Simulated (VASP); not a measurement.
A convergence study with VASP on Ge (diamond): one setting is varied, all else stays as given below, so the limit is that of these other settings. Each run relaxes cell and ions from the cell shown.

```
Ge
1.0
    0.00000     2.82900     2.82900
    2.82900     0.00000     2.82900
    2.82900     2.82900     0.00000
Ge
2
Direct
  0.00000   0.00000   0.00000
  0.25000   0.25000   0.25000
```

The numbers are results of LDA (Ceperley-Alder, Perdew-Zunger), VASP's LDA PAW potentials (set 64) (plane waves; VASP), not measurements. The tightest run used: 550 eV cut-off, 12×12×12 Γ-centred mesh, Gaussian smearing of 0.050 eV, potentials Ge_d.

```
setting     relaxed volume (Å³/atom)  E (eV/atom)  irreducible k-points
----------  ------------------------  -----------  --------------------
2×2×2 mesh                    28.540      -3.9502                     3
3×3×3 mesh                    23.218      -4.8005                     4
4×4×4 mesh                    22.562      -5.0592                     8
5×5×5 mesh                    22.344      -5.1417                    10
```

**Question.** These are the cheaper rows. Estimate the results at 12×12×12 mesh, and how far the last row shown lies from them.

**Answer.** 
| quantity | tightest run | last row shown is off by |
|---|---|---|
| relaxed volume (Å³/atom) | 22.264 | 0.080 |
| E (eV/atom) | -5.1956 | 0.0539 |

Left out are rungs that failed or repeat a setting and relaxations that didn't move; long series are thinned to 24 rows.

The compound is Ge in the diamond structure.
